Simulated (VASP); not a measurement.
Data:

```yaml
crystal:
  lattice:
    - [0.00000, 2.60240, 2.60240]
    - [2.60240, 0.00000, 2.60240]
    - [2.60240, 2.60240, 0.00000]
  atoms:
    - { symbol: Sr, position: [0.00000, 0.00000, 0.00000] }
    - { symbol: O, position: [0.50000, 0.50000, 0.50000] }
```

Method: PBE GGA, VASP's PBE PAW potentials (set 64) (plane waves; VASP). Run with 520 eV cut-off, 9×9×9 Γ-centred mesh, Gaussian smearing of 0.010 eV, potentials Sr_sv O.

**Question.** Give the electronic dielectric tensor ε∞ (DFPT, local fields included).

**Answer.** 
```
3.80  0.00  0.00
0.00  3.80  0.00
0.00  0.00  3.80
```

**Question.** Give the Born effective charges.

**Answer.** 
```tsv
atom	Z*xx	Z*yy	Z*zz	mean
Sr1	2.44	2.44	2.44	2.44
O2	-2.44	-2.44	-2.44	-2.44
```

**Question.** And the static tensor with the ions free?

**Answer.** 
```
20.4  0.00  0.00
0.00  20.4  0.00
0.00  0.00  20.4
```

**Question.** Which frequencies do the optical Γ-point modes have (no LO-TO splitting)?

**Answer.** 192 (×3) cm⁻¹.

The compound is SrO in the rock salt structure. It was relaxed first.
